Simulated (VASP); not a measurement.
Level of theory: PBE GGA, VASP's PBE PAW potentials (set 64) (plane waves; VASP 6.6.1).

VASP ran on this input.

**INCAR**
```
SYSTEM = Cu
PREC = Accurate
ENCUT = 400
EDIFF = 1E-6
NELM = 100
ALGO = Conjugate
LREAL = .FALSE.
LASPH = .TRUE.
ISMEAR = 1
SIGMA = 0.1
GGA = PE
LMAXMIX = 4
LWAVE = .FALSE.
LCHARG = .FALSE.
ISIF = 2
```

POSCAR:
```
Cu
1
    2.3617100000     0.0000000000     0.0000000000
    0.0000000000     2.3617100000     0.0000000000
    0.0000000000     0.0000000000     2.3617100000
Cu
1
Direct
  0.0000000000   0.0000000000   0.0000000000
```

### KPOINTS
```
kpoints
0
G
14 14 14
```

POTCAR, in this order: Cu (PBE.64 set). Program: vasp_std.

The run wrote:

File OSZICAR:
```
       N       E                     dE             d eps       ncg     rms           ort
DAV:   1     0.334059767425E+02    0.33406E+02   -0.49481E+03  1080   0.191E+03
DAV:   2    -0.359888666225E+01   -0.37005E+02   -0.35206E+02  1080   0.183E+02
DAV:   3    -0.398805933376E+01   -0.38917E+00   -0.38850E+00  1080   0.274E+01
DAV:   4    -0.399116092929E+01   -0.31016E-02   -0.31012E-02  1080   0.225E+00
DAV:   5    -0.399120803951E+01   -0.47110E-04   -0.47109E-04  1080   0.221E-01
SDA:   6    -0.492437104384E+00    0.34988E+01   -0.47109E-04  1080   0.287E+02   0.000E+00
CGA:   7    -0.281183870928E+01   -0.23194E+01   -0.22678E+01  1080   0.115E+01  -0.890E+00
CGA:   8    -0.321561310033E+01   -0.40377E+00   -0.37349E+00  1080   0.730E-01   0.174E+00
CGA:   9    -0.324474593427E+01   -0.29133E-01   -0.28709E-01  1080   0.197E-01   0.279E-02
CGA:  10    -0.324810269756E+01   -0.33568E-02   -0.33551E-02  1080   0.542E-02   0.163E-04
CGA:  11    -0.324933191027E+01   -0.12292E-02   -0.12288E-02  1080   0.690E-03   0.232E-04
CGA:  12    -0.324959602687E+01   -0.26412E-03   -0.26336E-03  1080   0.927E-04   0.449E-05
CGA:  13    -0.324961439976E+01   -0.18373E-04   -0.18361E-04  1080   0.284E-04  -0.380E-06
CGA:  14    -0.324962012900E+01   -0.57292E-05   -0.57186E-05  1080   0.380E-05  -0.434E-06
CGA:  15    -0.324962177838E+01   -0.16494E-05   -0.18699E-05  1080   0.136E-05  -0.793E-06
CGA:  16    -0.324962199570E+01   -0.21732E-06   -0.21547E-06  1080   0.431E-06  -0.276E-07
   1 F= -.32496220E+01 E0= -.32495755E+01  d E =-.139612E-03
```

**OUTCAR**
```
------------------------ aborting loop because EDIFF is reached ----------------------------------------
  FORCE on cell =-STRESS in cart. coord.  units (eV):
  Direction    XX          YY          ZZ          XY          YZ          ZX
  --------------------------------------------------------------------------------------
  Total        0.5155391      0.5155391      0.5155391      0.0000000      0.0000000     -0.0000000
  in kB       62.7036036     62.7036036     62.7036036      0.0000000      0.0000000     -0.0000000
  external PRESSURE =      62.7036036 kB  Pullay stress =       0.0000000 kB
  volume of cell :       13.17
      direct lattice vectors                 reciprocal lattice vectors
     2.361710000  0.000000000  0.000000000     0.423422012  0.000000000  0.000000000
     0.000000000  2.361710000  0.000000000     0.000000000  0.423422012  0.000000000
     0.000000000  0.000000000  2.361710000     0.000000000  0.000000000  0.423422012
 POSITION                                       TOTAL-FORCE (eV/Angst)
 -----------------------------------------------------------------------------------
      0.00000      0.00000      0.00000         0.000000      0.000000      0.000000
 -----------------------------------------------------------------------------------
    total drift:                                0.000000      0.000000     -0.000000
  FREE ENERGIE OF THE ION-ELECTRON SYSTEM (eV)
  ---------------------------------------------------
  free  energy   TOTEN  =        -3.2496219957 eV

  energy  without entropy=       -3.2494823838  energy(sigma->0) =       -3.24957546
```
(Selected blocks of OUTCAR.)

The structure was generated: Cu was put into the simple-cubic type (Pm-3m), which need not be its known phase. The cell was not relaxed at this level. The run is one of a series of settings (ALGO = Conjugate against the base run), some of them coarse on purpose.
